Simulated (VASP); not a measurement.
A run of VASP 6.6.1:

File INCAR:

```
SYSTEM = SbAs
ALGO     = Normal         ! electronic algorithm
EDIFF    = 1E-7           ! SCF threshold, eV
EDIFFG   = -0.005         ! ionic threshold
ENCUT    = 600            ! plane-wave cutoff, eV
GGA      = PS             ! functional
IBRION   = 2              ! ionic algorithm
ISIF     = 3              ! what is computed and relaxed
ISMEAR   = 1              ! smearing method
LASPH    = .True.         ! aspherical terms in the spheres
LCHARG   = .False.        ! write CHGCAR
LREAL    = .False.        ! projectors in reciprocal space
LWAVE    = .False.        ! write WAVECAR
NELM     = 80             ! most SCF steps
NSW      = 90             ! ionic steps
PREC     = Accurate       ! precision mode
SIGMA    = 0.1            ! smearing width, eV
```

File KPOINTS:

```
k-points
0
Gamma
  11 11 11
  0 0 0
```

POSCAR

```
SbAs                                    
1.0
    2.0301240844      1.1720926866      3.5084783320
   -2.0301240844      1.1720926866      3.5084783320
   -0.0000000000     -2.3441853732      3.5084783320
  Sb              As            
     1     1
Direct
     0.2340504569791249    0.2340504569791249    0.2340504569791243
     0.7659475430208730    0.7659475430208730    0.7659475430208738
```

Potentials or basis: VASP PAW PBE potentials, release 64 (Sb, As).

Run with:

```sh
$ cat potpaw_PBE.64/Sb/POTCAR potpaw_PBE.64/As/POTCAR > POTCAR
$ mpirun -np 1 vasp_std > vasp.out
```

Hardware: 1 thread of AMD EPYC 9R14 (Zen 4) (shared host).

Task: Estimate the wall time of this run.

Result: It took 2.5 min on 1 thread of AMD EPYC 9R14 (Zen 4), on a shared host, peak memory 0.25 GiB. Counts: scf iterations 26, k points 146, ion steps 4.
